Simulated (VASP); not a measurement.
```xyz
2
Lattice="2.9468 0.0000 0.0000 0.0000 2.9468 0.0000 0.0000 0.0000 3.6656" Properties=species:S:1:pos:R:3 pbc="T T T"
Cu     0.0000     0.0000     0.0000
Au     1.4734     1.4734     1.8328
```

These are optB88-vdW, VASP's PBE PAW potentials (set 64) (plane waves; VASP) values and carry that method's errors. Numerical set-up: 520 eV cut-off, 13×13×10 Γ-centred mesh, first-order Methfessel-Paxton smearing of 0.10 eV, potentials Cu Au.

Task: Give the stress tensor in GPa (positive for a compressed cell).

Result: 
```
-6.88   0.00   0.00
 0.00  -6.88   0.00
 0.00   0.00  -6.97
```
The pressure is its mean diagonal, -6.91 GPa.

The compound is CuAu in the L1_0 structure. This cell is one point of a volume scan, at 1.06 of the reference volume.
